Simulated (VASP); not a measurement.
## PtSe (relaxed from the wurtzite structure, space group P6_3mc): computed properties

These are PBEsol GGA, VASP's PBE PAW potentials (set 64) (plane waves; VASP) values and carry that method's errors.

```yaml
space_group: P6_3mc (186)
cell: a = 3.699 Å, b = 3.699 Å, c = 7.209 Å, α = 90.00°, β = 90.00°, γ = 120.00°
volume_per_atom: 21.36 Å³/atom
band gap (over mesh and band path): none (metal, semimetal or under 0.01 eV)
density: 10.65 g/cm³
```

```
CELL_PARAMETERS angstrom
      3.69916     0.00000     0.00000
     -1.84958     3.20357     0.00000
      0.00000     0.00000     7.20910
ATOMIC_POSITIONS crystal
  Pt 0.33333 0.66667 0.01793
  Pt 0.66667 0.33333 0.51793
  Se 0.33333 0.66667 0.35707
  Se 0.66667 0.33333 0.85707
```

Unless said otherwise, spin-orbit coupling is left out, though it shifts the bands of the heavy elements here.

The structure was generated: PtSe was put into the wurtzite type (P6_3mc), which need not be its known phase. It was relaxed first, which changed the volume by -17 %. Symmetry was kept, so distortions that lower it aren't found.
